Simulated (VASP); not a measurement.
```yaml
crystal:
  lattice:
    - [0.00000, 2.07058, 2.07058]
    - [2.07058, 0.00000, 2.07058]
    - [2.07058, 2.07058, 0.00000]
  atoms:
    - { symbol: Ag, position: [0.00000, 0.00000, 0.00000] }
```

Level of theory: PBE GGA, VASP's PBE PAW potentials (set 64) (plane waves; VASP). Numerical set-up: 400 eV cut-off, Gaussian smearing of 0.050 eV, potentials Ag.

**Question.** Give the energies of bands 1 to 7 at the high-symmetry points, in eV from the Fermi level.

**Answer.** 
| band | Γ | X | U | L | W |
|---|---|---|---|---|---|
| 1 | -7.53 | -6.24 | -5.84 | -6.20 | -5.53 |
| 2 | -4.72 | -6.11 | -5.43 | -4.74 | -4.96 |
| 3 | -4.72 | -3.05 | -4.04 | -4.74 | -4.96 |
| 4 | -4.72 | -2.82 | -3.55 | -3.02 | -3.74 |
| 5 | -3.76 | -2.82 | -3.08 | -3.02 | -2.82 |
| 6 | -3.76 | 1.59 | 4.13 | -0.34 | 5.75 |
| 7 | 15.88 | 6.38 | 5.04 | 3.33 | 5.75 |

It has no gap at this level: it comes out as a metal or semimetal.

The compound is Ag in the fcc structure. It was relaxed first.
